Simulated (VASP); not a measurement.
Consider the following.

```xyz
9
Lattice="4.2426 0.0000 0.0000 -2.1213 3.6742 0.0000 0.0000 0.0000 25.3923" Properties=species:S:1:pos:R:3 pbc="T T T"
Al     2.1213     1.2247     8.5330
Al     0.0000     2.4495    11.8241
Al    -2.1213     3.6742    10.0673
Al     0.0000     0.0000    15.3250
Al     2.1213     1.2247    13.5682
Al     0.0000     2.4495    16.8593
Au     0.0000     2.4495     9.2370
Au     0.0000     0.0000    12.6962
Au     2.1213     1.2247    16.1553
```

All values below come from r2SCAN meta-GGA, VASP's PBE PAW potentials (set 64) (plane waves; VASP 6.6.1). Numerical set-up: PREC = Normal, 400 eV cut-off, 8×8×1 Γ-centred mesh, first-order Methfessel-Paxton smearing of 0.10 eV, potentials Al Au.

Unless said otherwise, spin-orbit coupling is left out, though it shifts the bands of the heavy elements here.

Question: What does the run give for the energy per atom (σ→0), band gap (on the k-mesh) with the smallest direct gap where there is one?

Answer: 
```yaml
band gap (on the k-mesh): none (metal, semimetal or under 0.01 eV)
energy per atom (σ→0): -21.584 eV/atom
```

Only differences to runs with the same potentials and settings are physical.

The cell is a thin slab with vacuum, built from AuAl2 (fluorite): (111) face.
